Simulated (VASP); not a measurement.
These are PBEsol GGA, VASP's PBE PAW potentials (set 64) (plane waves; VASP) values and carry that method's errors.

The input files of a VASP run:

INCAR:
```
SYSTEM = CdMg3Te4
PREC = Accurate
ENCUT = 400
EDIFF = 1E-7
NELM = 100
ALGO = Normal
LREAL = .FALSE.
LASPH = .TRUE.
ISMEAR = 0
SIGMA = 0.05
GGA = PS
LMAXMIX = 4
LWAVE = .FALSE.
LCHARG = .FALSE.
LORBIT = 11
ICHARG = 11
```

**KPOINTS**
```
k-points along high-symmetry lines
8
Line-mode
Reciprocal
  0.000000   0.000000   0.000000 ! GAMMA
 -0.500000  -0.500000   0.000000 ! Y

 -0.500000  -0.500000   0.000000 ! Y
 -0.625000  -0.375000   0.000000 ! C_0

 -0.375000   0.375000   0.000000 ! SIGMA_0
  0.000000   0.000000   0.000000 ! GAMMA

  0.000000   0.000000   0.000000 ! GAMMA
  0.500000   0.500000   0.500000 ! Z

  0.500000   0.500000   0.500000 ! Z
  0.125000   0.875000   0.500000 ! A_0

 -0.125000   0.125000   0.500000 ! E_0
  0.000000   0.000000   0.500000 ! T

  0.000000   0.000000   0.500000 ! T
 -0.500000  -0.500000   0.000000 ! Y

  0.000000   0.000000   0.000000 ! GAMMA
 -0.500000   0.000000   0.000000 ! S

 -0.500000   0.000000   0.000000 ! S
  0.000000   0.500000   0.500000 ! R

  0.000000   0.500000   0.500000 ! R
  0.500000   0.500000   0.500000 ! Z

  0.500000   0.500000   0.500000 ! Z
  0.000000   0.000000   0.500000 ! T
```

### POSCAR
```
CdMg3Te4
1
    0.0018721186     6.4512425980     6.4470089955
    6.4512425980     0.0018721186     6.4470089955
    3.2265573583     3.2265573583     0.0000000000
Mg Te Cd
3 4 1
Direct
  0.0004701650   0.0004701650   0.9990596699
  0.0009817790   0.4990317865   0.9999864345
  0.4990317865   0.0009817790   0.9999864345
  0.1249408111   0.1249408111   0.2501183777
  0.1216980409   0.6261065872   0.2521953718
  0.6261065872   0.1216980409   0.2521953718
  0.6271006219   0.6271006219   0.2457987561
  0.4996702082   0.4996702082   0.0006595835
```

POTCAR, in this order: Mg Te Cd (PBE.64 set). Program: vasp_std. Read from the step before: CHGCAR.

Output

**OUTCAR**
```
 ion  position               nearest neighbor table
   1  0.000  0.000  0.999-   5 2.79   6 2.79   4 2.79   4 2.79
   2  0.001  0.499  1.000-   7 2.78   5 2.79   5 2.79   4 2.79
   3  0.499  0.001  1.000-   7 2.78   6 2.79   6 2.79   4 2.79
   4  0.125  0.125  0.250-   2 2.79   3 2.79   1 2.79   1 2.79
   5  0.122  0.626  0.252-   2 2.79   2 2.79   1 2.79   8 2.81
   6  0.626  0.122  0.252-   3 2.79   3 2.79   1 2.79   8 2.81
   7  0.627  0.627  0.246-   2 2.78   3 2.78   8 2.81   8 2.81
   8  0.500  0.500  0.001-   7 2.81   7 2.81   5 2.81   6 2.81
  LATTYP: Found a base centered orthorhombic cell.
 ALAT       =     9.1207872007
 B/A-ratio  =     1.4136957378
 C/A-ratio  =     0.5002902793
 Subroutine PRICEL returns:
 Original cell was already a primitive cell.
 Subroutine GETGRP returns: Found  4 space group operations
The static configuration has the point symmetry C_2v.
The dynamic configuration has the point symmetry C_2v.
 Subroutine INISYM returns: Found  4 space group operations
   k-points           NKPTS =     88   k-points in BZ     NKDIM =     88   number of bands    NBANDS=     26
   number of dos      NEDOS =    301   number of ions     NIONS =      8
   total plane-waves  NPLWV = 108000
   dimension x,y,z NGX =    60 NGY =   60 NGZ =   30
   dimension x,y,z NGXF=   120 NGYF=  120 NGZF=   60
   ions per type =               3   4   1
...
```

### OSZICAR
```
       N       E                     dE             d eps       ncg     rms          rms(c)
DAV:   1     0.184680555015E+03    0.18468E+03   -0.13774E+04  4576   0.104E+03
DAV:   2    -0.119689886567E+02   -0.19665E+03   -0.19267E+03  5700   0.211E+02
DAV:   3    -0.251297109158E+02   -0.13161E+02   -0.13117E+02  5328   0.579E+01
DAV:   4    -0.253840836982E+02   -0.25437E+00   -0.25419E+00  6404   0.809E+00
DAV:   5    -0.253867816977E+02   -0.26980E-02   -0.26978E-02  5564   0.900E-01
DAV:   6    -0.253868633976E+02   -0.81700E-04   -0.81699E-04  6330   0.139E-01
DAV:   7    -0.253868660522E+02   -0.26546E-05   -0.26545E-05  5582   0.224E-02
DAV:   8    -0.253868661747E+02   -0.12258E-06   -0.12270E-06  4998   0.444E-03
DAV:   9    -0.253868661811E+02   -0.63342E-08   -0.63658E-08  4154   0.114E-03
   1 F= -.25386866E+02 E0= -.25386866E+02  d E =-.632179E-13
```

File OUTCAR:
```
 val. band max:        1.9956488566   @ k =   0.0000   0.0000   0.0000

 cond. band min:       3.6995500659   @ k =   0.0000   0.0000   0.0000



 k-point     1 :       0.0000    0.0000    0.0000
  band No.  band energies     occupation
      1      -8.5540      2.00000
      2      -8.0371      2.00000
      3      -8.0176      2.00000
      4      -7.7684      2.00000
      5      -5.7695      2.00000
      6      -5.6350      2.00000
      7      -5.5917      2.00000
      8      -5.5748      2.00000
      9      -5.5063      2.00000
     10      -1.8933      2.00000
     11      -1.5069      2.00000
     12      -1.3398      2.00000
     13       0.5581      2.00000
     14       0.5629      2.00000
     15       1.3691      2.00000
     16       1.3723      2.00000
     17       1.4327      2.00000
     18       1.4351      2.00000
     19       1.9591      2.00000
     20       1.9604      2.00000
     21       1.9956      2.00000
     22       3.6996      0.00000
     23       4.5525      0.00000
     24       4.6553      0.00000
     25       4.9969      0.00000
     26       5.2971      0.00000

 k-point     2 :      -0.0714   -0.0714    0.0000
  band No.  band energies     occupation
      1      -8.5462      2.00000
      2      -8.0391      2.00000
      3      -8.0180      2.00000
      4      -7.7770      2.00000
      5      -5.7696      2.00000
      6      -5.6354      2.00000
      7      -5.5918      2.00000
      8      -5.5761      2.00000
      9      -5.5102      2.00000
     10      -1.8691      2.00000
     11      -1.4842      2.00000
     12      -1.3135      2.00000
     13       0.5708      2.00000
     14       0.5756      2.00000
     15       1.3192      2.00000
     16       1.3681      2.00000
     17       1.3743      2.00000
     18       1.4297      2.00000
     19       1.8470      2.00000
     20       1.9342      2.00000
     21       1.9726      2.00000
     22       3.8189      0.00000
     23       4.6006      0.00000
...
```

The density is held fixed in this step, so its total energy and stress have no physical meaning. Unless said otherwise, spin-orbit coupling is left out, though it shifts the bands of the heavy elements here.

The structure was generated: CdMg3Te4 was put into an ordered model structure (Amm2), which need not be its known phase. It was relaxed first.
